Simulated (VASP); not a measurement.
Output of a VASP run:

OSZICAR:
```
       N       E                     dE             d eps       ncg     rms          rms(c)
DAV:   1     0.923371343995E+02    0.92337E+02   -0.93276E+03  1768   0.222E+03
DAV:   2    -0.203076164846E+01   -0.94368E+02   -0.92372E+02  1757   0.317E+02
DAV:   3    -0.636932141835E+01   -0.43386E+01   -0.43223E+01  1939   0.767E+01
DAV:   4    -0.643042686103E+01   -0.61105E-01   -0.61094E-01  2321   0.845E+00
DAV:   5    -0.643149083714E+01   -0.10640E-02   -0.10640E-02  2046   0.940E-01    0.741E+00
DAV:   6    -0.664325081839E+01   -0.21176E+00   -0.71486E+00  1768   0.381E+01    0.575E+00
DAV:   7    -0.608563132865E+01    0.55762E+00   -0.30168E+00  1757   0.271E+01    0.226E+00
DAV:   8    -0.610552569891E+01   -0.19894E-01   -0.19754E-01  2223   0.527E+00    0.507E-01
DAV:   9    -0.611621622959E+01   -0.10691E-01   -0.27262E-02  2279   0.233E+00    0.192E-01
DAV:  10    -0.612065510835E+01   -0.44389E-02   -0.83315E-03  2362   0.752E-01    0.125E-01
DAV:  11    -0.612271727690E+01   -0.20622E-02   -0.80856E-03  2180   0.830E-01    0.670E-02
DAV:  12    -0.612283993624E+01   -0.12266E-03   -0.11657E-03  2217   0.415E-01    0.160E-02
DAV:  13    -0.612284664205E+01   -0.67058E-05   -0.51119E-05  2171   0.100E-01    0.461E-03
DAV:  14    -0.612284821425E+01   -0.15722E-05   -0.95430E-06  1845   0.366E-02    0.133E-03
DAV:  15    -0.612284831393E+01   -0.99682E-07   -0.54129E-07  1093   0.857E-03
   1 F= -.61228483E+01 E0= -.61226927E+01  d E =-.466873E-03
```

OUTCAR:
```
------------------------ aborting loop because EDIFF is reached ----------------------------------------
  FORCE on cell =-STRESS in cart. coord.  units (eV):
  Direction    XX          YY          ZZ          XY          YZ          ZX
  --------------------------------------------------------------------------------------
  Total       -1.0714496     -1.0714496     -1.0714496     -0.0000000      0.0000000     -0.0000000
  in kB      -71.8629225    -71.8629225    -71.8629225     -0.0000000      0.0000000     -0.0000000
  external PRESSURE =     -71.8629225 kB  Pullay stress =       0.0000000 kB
  volume of cell :       23.89
      direct lattice vectors                 reciprocal lattice vectors
     2.880000000  0.000000000  0.000000000     0.347222222  0.000000000  0.000000000
     0.000000000  2.880000000  0.000000000     0.000000000  0.347222222  0.000000000
     0.000000000  0.000000000  2.880000000     0.000000000  0.000000000  0.347222222
 POSITION                                       TOTAL-FORCE (eV/Angst)
 -----------------------------------------------------------------------------------
      1.44000      1.44000      1.44000         0.000000      0.000000      0.000000
      0.00000      0.00000      0.00000         0.000000      0.000000      0.000000
 -----------------------------------------------------------------------------------
    total drift:                               -0.000000      0.000000      0.000000
  FREE ENERGIE OF THE ION-ELECTRON SYSTEM (eV)
  ---------------------------------------------------
  free  energy   TOTEN  =        -6.1228483139 eV

  energy  without entropy=       -6.1223814405  energy(sigma->0) =       -6.12269269

 total charge

# of ion       s       p       d       tot
------------------------------------------
    1        0.840   0.841  10.051  11.732
    2        0.368   0.442   7.692   8.502
--------------------------------------------------
tot          1.209   1.283  17.742  20.234
```
(Selected blocks of OUTCAR.)

### POSCAR
```
CoGa
1
    2.8800000000     0.0000000000     0.0000000000
    0.0000000000     2.8800000000     0.0000000000
    0.0000000000     0.0000000000     2.8800000000
Ga Co
1 1
Direct
  0.5000000000   0.5000000000   0.5000000000
  0.0000000000   0.0000000000   0.0000000000
```

Task: Reconstruct the remaining input files.

Result: One answer among several that fit: the input of the run itself, PBE GGA + U (Dudarev), plane waves, VASP's PBE PAW potentials (set 64).

INCAR:
```
SYSTEM = CoGa
LDAU = .TRUE.
ENCUT = 400
EDIFF = 1E-6   ! SCF stop (eV)
LORBIT = 10
LDAUU = 0 5.0
GGA = PE   ! PBE
LDAUPRINT = 1
ALGO = Normal   ! blocked Davidson
LDAUL = -1 2
ISIF = 2
ISMEAR = 1   ! Methfessel-Paxton
LMAXMIX = 4
LASPH = .TRUE.
LCHARG = .FALSE.
LWAVE = .FALSE.
SIGMA = 0.1
LDAUTYPE = 2   ! Dudarev
LDAUJ = 0 0
LREAL = .FALSE.   ! projection in real space or not
PREC = Accurate
NELM = 100   ! most electronic steps
```

File KPOINTS:
```
Automatic mesh
0
Gamma
11 11 11
0 0 0
```

POTCAR, in this order: Ga_d Co (PBE.64 set). Program: vasp_std.

The compound is CoGa in the CsCl type structure. The cell was not relaxed at this level. The run is one of a series of settings (LDAU = .TRUE., LDAUJ = 0 0, LDAUL = -1 2, LDAUTYPE = 2, LDAUU = 0 5.0 against the base run), some of them coarse on purpose. The run is not spin-polarised, so no magnetic state was tried.
